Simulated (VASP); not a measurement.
Consider the following.

```yaml
crystal:
  lattice:
    - [3.65485, 0.00000, 0.00000]
    - [0.00000, 3.65485, 0.00000]
    - [0.00000, 0.00000, 3.65485]
  atoms:
    - { symbol: Ca, position: [0.00000, 0.00000, 0.00000] }
    - { symbol: Se, position: [0.50000, 0.50000, 0.50000] }
```

Method: PBE GGA, VASP's PBE PAW potentials (set 64) (plane waves; VASP). Numerical set-up: 400 eV cut-off, Gaussian smearing of 0.050 eV, potentials Ca_sv Se.

Give the energies of bands 6 to 11 at the high-symmetry points, in eV from the valence-band maximum.

```csv
band,Γ,X,M,R
6,-0.85,-4.83,-3.49,-3.61
7,-0.85,-1.02,-3.49,-3.61
8,-0.85,-1.02,0.00,-3.61
9,1.13,2.03,0.79,3.83
10,1.13,4.55,2.92,3.83
11,1.99,4.60,3.17,3.83
```

The gap is direct, 0.79 eV, from the valence maximum at M to the conduction minimum at M.

The structure was generated: CaSe was put into the CsCl type type (Pm-3m), which need not be its known phase. It was relaxed first, which changed the volume by -14 %.
